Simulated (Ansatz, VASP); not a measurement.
# Cross-check of AlN between VASP and Ansatz, part 2 of 2

One calculation is typed for both programs; each brings its own data sets. How far apart do they land? The cell is taken from a series of runs on this material, whose earlier steps may have relaxed, scaled, displaced or heated it; both programs get it as it stands.

VASP 6.6.1 and Ansatz 0.2.0.

So far: Starting point; Ansatz: relaxation of cell and atoms, PBE; VASP: relaxation of cell and atoms, PBE; Side by side.

## 5. VASP: zone-centre phonons, PBE, pair 2

Level of this step: PBE; plane waves and PAW (Al, N) (VASP).

Second derivatives magnify differences that forces hide, and they need a tight electronic threshold.

Input file INCAR:

```
SYSTEM = AlN
PREC = Accurate
ENCUT = 600
EDIFF = 1E-08
NELM = 120
ISMEAR = 0
SIGMA = 0.01
LREAL = .FALSE.
ALGO = Normal
GGA = PE
NBANDS = 10
LORBIT = 11
LWAVE = .FALSE.
LCHARG = .FALSE.
ISIF = 2
IBRION = 8
LASPH = .TRUE.
GGA_COMPAT = .FALSE.
EFERMI = MIDGAP
```

Input file POSCAR:

```
AlN
1.0
    0.0000000000      2.2015834597      2.2015834597
    2.2015834597      0.0000000000      2.2015834597
    2.2015834597      2.2015834597      0.0000000000
Al N
1 1
Direct
    0.0000000000      0.0000000000      0.0000000000
    0.7500000000      0.7500000000      0.7500000000
```

Input file KPOINTS:

```
Automatic mesh
0
Gamma
8 8 8
0 0 0
```

PAW data sets: Al and N (PBE family, release 64).

Run with:

```bash
> mpirun -np 1 vasp_std
```

Numbers of over 12 decimals in the logs are rounded to 6 here.

Log:

```text
[... set-up lines as in an earlier step ...]
 entering main loop
       N       E                     dE             d eps       ncg     rms          rms(c)
DAV:   1     0.162418126871E+02    0.16242E+02   -0.42258E+03   580   0.757E+02
DAV:   2    -0.160183553106E+02   -0.32260E+02   -0.31221E+02   710   0.160E+02
DAV:   3    -0.171786992931E+02   -0.11603E+01   -0.11587E+01   704   0.314E+01
DAV:   4    -0.171848103552E+02   -0.61111E-02   -0.61107E-02   660   0.235E+00
[...]
DAV:  12    -0.148488045195E+02   -0.72130E-07   -0.82046E-07   646   0.796E-03    0.157E-03
DAV:  13    -0.148488045206E+02   -0.10609E-08   -0.16398E-07   666   0.243E-03    0.933E-04
DAV:  14    -0.148488045287E+02   -0.80499E-08   -0.14123E-08   370   0.913E-04
   1 F= -.14848805E+02 E0= -.14848805E+02  d E =0.000000E+00
 Linear response reoptimize wavefunctions to high precision
DAV:   1    -0.148488045298E+02   -0.11829E-08   -0.24045E-09   636   0.369E-04
DAV:   2    -0.148488045298E+02    0.32287E-10   -0.14671E-11   330   0.393E-05
 Linear response DOF=           2
 Linear response progress:
[...]
RMM:   9    -0.518722461245E-02    0.38206E-08   -0.34219E-10  3238   0.381E-05    0.353E-06
 first order change of Fermi-energy   0.87621E+00
 force on displaced ion       1 direction 1 : -13.702  -0.000  -0.000
 Linear response progress:
  Degree of freedom:   2/  2
       N       E                     dE             d eps       ncg     rms          rms(c)
RMM:   1    -0.233105402894E+00   -0.23311E+00    0.22967E-01  3734   0.330E+00
RMM:   2    -0.234951879941E+00   -0.18465E-02   -0.22164E-03  2924   0.445E-01    0.172E-01
RMM:   3    -0.235964869477E+00   -0.10130E-02   -0.64474E-04  2790   0.182E-01    0.857E-02
RMM:   4    -0.237888591001E+00   -0.19237E-02   -0.55232E-04  2747   0.166E-01    0.233E-02
RMM:   5    -0.237927408341E+00   -0.38817E-04   -0.18300E-05  3117   0.394E-02    0.259E-03
RMM:   6    -0.237943639658E+00   -0.16231E-04   -0.26184E-07  3231   0.366E-03    0.108E-03
RMM:   7    -0.237938617037E+00    0.50226E-05   -0.10198E-07  3153   0.153E-03    0.896E-05
RMM:   8    -0.237937603954E+00    0.10131E-05   -0.14572E-09  3308   0.191E-04    0.524E-05
RMM:   9    -0.237937613060E+00   -0.91063E-08    0.44074E-10  3313   0.994E-05    0.442E-06
 first order change of Fermi-energy  -0.87581E+00
 force on displaced ion       2 direction 1 : -13.703   0.000   0.000
 Linear response finished
```

OUTCAR, selected parts (step 5):

```text
  Total       -0.0520909     -0.0520909     -0.0520909      0.0000000      0.0000000      0.0000000
  in kB       -3.9105425     -3.9105425     -3.9105425      0.0000000      0.0000000      0.0000000
  external PRESSURE =      -3.9105425 kB  Pullay stress =       0.0000000 kB

 POSITION                                       TOTAL-FORCE (eV/Angst)
 -----------------------------------------------------------------------------------
      0.00000      0.00000      0.00000         0.000000      0.000000      0.000000
      3.30238      3.30238      3.30238        -0.000000     -0.000000     -0.000000
 -----------------------------------------------------------------------------------
    total drift:                               -0.000000     -0.000000     -0.000000

[... 1 part as in an earlier step ...]

[... 1 further part left out ...]
```

## 6. Ansatz: zone-centre phonons, PBE, pair 2

The same cell, functional and mesh now go to Ansatz, which takes its cutoff from its data sets.

The cell is taken from a series of runs on this material, whose earlier steps may have relaxed, scaled, displaced or heated it; both programs get it as it stands.

Input file input.yaml:

```yaml
crystal:
  lattice:
    - [0.0, 2.2015834597, 2.2015834597]
    - [2.2015834597, 0.0, 2.2015834597]
    - [2.2015834597, 2.2015834597, 0.0]
  atoms:
    - { symbol: Al, position: [0.0, 0.0, 0.0] }
    - { symbol: "N", position: [0.75, 0.75, 0.75] }
kpoints:
  mp_grid: { grid: [8, 8, 8] }
hamiltonian:
  xc: pbe
scf:
  occupations: { method: fixed }
output:
  eigenvalues: true
phonons:
  method: fd
  supercell: [1, 1, 1]
  amplitude: 0.01
```

Run with:

```bash
> ansatz run input.yaml --threads 4 --pin off --max-ram 7168MiB --backend cpu --events-out ev --progress --plain --runs-dir out
```

Log:

```text
[...]
Crystal: 2 atoms, lattice volume = 21.342 Å³
Basis set: ecut = 420 eV, 411 PW (Γ), exchange–correlation on 48×48×48 points (8 copies of the dense FFT grid, shifted against one another)
Bands: 8, of which v1, the nominal top of the filled ones, is band 4 counted from 1 (3 counted from 0)
Symmetry: 24 space group operations
k-points: 29 of 512 (time reversal used)
[...]
largest difference from the sums on the solved wave vectors: F 2.63e-1 eV, S 5.21e-4 and C_V 2.58e-4 eV/K
  zero-point energy: 0.158635 eV/cell   skipped modes (ω ≤ 0): 3   left out of the sums: 3.62e-5 of the cell's modes: C_V's classical limit lies that fraction below 3 k_B per atom; for a crystal, a wire or a layer, F and S can be off by more, and a phonons.interpolated_qmesh denser along its periods is the remedy for the sampling
[key lines of the parts left out:]
SCF converged after 6 iterations
Free energy (F): -924.210929 eV
Fermi energy:    6.721909 eV
```

## 7. Differences

Compared:

```
                  quantity  Ansatz   VASP  difference
optical mode 1 to 3 (cm⁻¹)   634.6  635.8     -0.18 %
```

Modes are paired by rising frequency, not by their patterns, so a pair may set unlike modes beside each other; they are those without the splitting of longitudinal modes.

## 8. Ansatz: zone-centre phonons, PBE, pair 3

Second derivatives magnify differences that forces hide, and they need a tight electronic threshold.

The cell is taken from a series of runs on this material, whose earlier steps may have relaxed, scaled, displaced or heated it; both programs get it as it stands.

Changes to input.yaml since step 6:

```diff
@@ -17,4 +17,6 @@
 phonons:
-  method: fd
-  supercell: [1, 1, 1]
-  amplitude: 0.01
+  method: dfpt
+  dielectric: true
+  rigid_motions: translations
+basis:
+  ecutwfc: 340
```

Log:

```text
Warning: basis.ecutwfc = 340 eV is below the records' recommended 420 eV, and the density's cutoff is lower with it unless basis.ecutrho_ratio is high enough to keep the records' density cutoff: compare with a run at a higher cutoff
[...]
Crystal: 2 atoms, lattice volume = 21.342 Å³
Basis set: ecut = 340 eV, 307 PW (Γ), exchange–correlation on 40×40×40 points (8 copies of the dense FFT grid, shifted against one another)
[...]
optical modes at Γ + LO–TO along q̂ = [1.0000, 0.0000, 0.0000]:
      ω (cm⁻¹)  modes    IR ((D/Å)²/amu)
[...]
optical modes at Γ + LO–TO along q̂ = [0.0000, 1.0000, 0.0000]:
      ω (cm⁻¹)  modes    IR ((D/Å)²/amu)
        634.10      2            32.5690
        868.36      1            16.2845
  optical modes at Γ + LO–TO along q̂ = [0.0000, 0.0000, 1.0000]:
      ω (cm⁻¹)  modes    IR ((D/Å)²/amu)
        634.10      2            32.5690
        868.36      1            16.2845
[key lines of the parts left out:]
SCF converged after 6 iterations
Free energy (F): -924.124020 eV
Fermi energy:    6.719704 eV
```

## 9. VASP: zone-centre phonons, PBE, pair 3

The same cell, functional and mesh now go to VASP, with its own data sets.

Changes to INCAR since step 5:

```diff
@@ -16,2 +16,3 @@
 IBRION = 8
+LEPSILON = .TRUE.
 LASPH = .TRUE.
```

POSCAR is that of step 5.

KPOINTS is that of step 5.

Run with:

```bash
> mpirun -np 1 vasp_std
```

Log:

```text
[... set-up lines as in an earlier step ...]
 entering main loop
       N       E                     dE             d eps       ncg     rms          rms(c)
[... 14 cycles as in an earlier step ...]
   1 F= -.14848805E+02 E0= -.14848805E+02  d E =0.000000E+00
 Linear response reoptimize wavefunctions to high precision
[... 2 cycles as in an earlier step ...]
 Linear response G [H, r] |phi>, progress :
  Direction:   1
       N       E                     dE             d eps       ncg     rms
RMM:   1    -0.351490959316E+02   -0.35149E+02   -0.43794E-01  1395   0.524E+01
RMM:   2    -0.312668449635E+02    0.38823E+01   -0.12885E+00   951   0.106E+01
RMM:   3    -0.312752275200E+02   -0.83826E-02   -0.17477E-02   957   0.106E+00
RMM:   4    -0.312753613786E+02   -0.13386E-03   -0.36133E-04  1000   0.135E-01
[...]
RMM:  10    -0.312753532247E+02    0.28293E-06   -0.16890E-05   691   0.457E-04
RMM:  11    -0.312753528490E+02    0.37569E-06    0.31497E-05   608   0.458E-04
RMM:  12    -0.312753535922E+02   -0.74313E-06    0.47782E-05   516   0.459E-04
[...]
first order change of Fermi-energy   0.87621E+00
 force on displaced ion       1 direction 1 : -13.702   0.000   0.000
 Born effective charge ion    1 direction 1 :   2.537   0.000   0.000
 Linear response progress:
  Degree of freedom:   2/  2
       N       E                     dE             d eps       ncg     rms          rms(c)
[... 2 cycles as in an earlier step ...]
RMM:   3    -0.235964869479E+00   -0.10130E-02   -0.64474E-04  2790   0.182E-01    0.857E-02
RMM:   4    -0.237888591010E+00   -0.19237E-02   -0.55232E-04  2747   0.166E-01    0.233E-02
RMM:   5    -0.237927408336E+00   -0.38817E-04   -0.18300E-05  3117   0.394E-02    0.259E-03
RMM:   6    -0.237943639655E+00   -0.16231E-04   -0.26184E-07  3231   0.366E-03    0.108E-03
RMM:   7    -0.237938617040E+00    0.50226E-05   -0.10198E-07  3155   0.153E-03    0.896E-05
RMM:   8    -0.237937603952E+00    0.10131E-05   -0.14651E-09  3307   0.191E-04    0.524E-05
RMM:   9    -0.237937613061E+00   -0.91087E-08    0.40259E-10  3314   0.994E-05    0.442E-06
 first order change of Fermi-energy  -0.87581E+00
 force on displaced ion       2 direction 1 : -13.703  -0.000  -0.000
 Born effective charge ion    2 direction 1 :  -2.540   0.000   0.000
 Born effective charges drift removed
 Linear response finished
```

From OUTCAR (step 9):

```text
 MACROSCOPIC STATIC DIELECTRIC TENSOR (including local field effects in DFT)
 ------------------------------------------------------
           4.638967     0.000000     0.000000
           0.000000     4.638967    -0.000000
           0.000000    -0.000000     4.638967
 ------------------------------------------------------

 MACROSCOPIC STATIC DIELECTRIC TENSOR IONIC CONTRIBUTION
 ------------------------------------------------------
           3.987809    -0.000000    -0.000000
          -0.000000     3.987809    -0.000000
          -0.000000    -0.000000     3.987809
 ------------------------------------------------------

[... 4 parts as in an earlier step ...]
```

## 10. Comparison

What differs besides the data sets and the points named for the pairs above, as far as they apply: VASP's response is taken on the typed mesh, Ansatz refines its own for the field response alone; the cutoff is 340 eV in Ansatz and 600 eV in VASP; Ansatz's log warns that its cutoff lies below the recommended one. Total energies have different zeros and are not compared.

The two programs side by side:

```csv
quantity,Ansatz,VASP,difference
ε∞ xx,4.62,4.64,-0.33 %
ε∞ yy,4.62,4.64,-0.33 %
ε∞ zz,4.62,4.64,-0.33 %
Born charge of Al1 (mean of the diagonal) (e),2.55,2.54,+0.01
Born charge of N2 (mean of the diagonal) (e),-2.55,-2.54,-0.01
optical mode 1 to 3 (cm⁻¹),634.1,635.8,-0.27 %
```

Modes are paired by rising frequency, not by their patterns, so a pair may set unlike modes beside each other; they are those without the splitting of longitudinal modes.

## 11. Results

| Item | Value |
| --- | --- |
| difference in volume (relaxation of cell and atoms, PBE) | 0.21 % |
| r.m.s. difference of the optical zone-centre modes, each program's sorted by frequency (zone-centre phonons, PBE, pair 2) | 1.2 cm⁻¹ |
| r.m.s. difference of the optical zone-centre modes, each program's sorted by frequency (zone-centre phonons, PBE, pair 3) | 1.7 cm⁻¹ |

What this shows: The difference in volume is 0.21 % (relaxation of cell and atoms, PBE), within the 1.2 % picked in this series as the mark of a large difference, as far as the stopping tolerances let one tell. How closely two codes agree says nothing of how well the functional describes the real material.

[Lines on the potential files, build, host, timing and source positions are cut from VASP's logs without a mark.]

[Logs are printed without paths, hosts, clocks, repeated set-up lines and the standing remarks that a program may print on its own settings, such as how far it seeks lower states.]

[Hosts, paths, dates, database ids (printed as entryN), source tags and the programs' standing remarks are cut or masked in the printed files.]
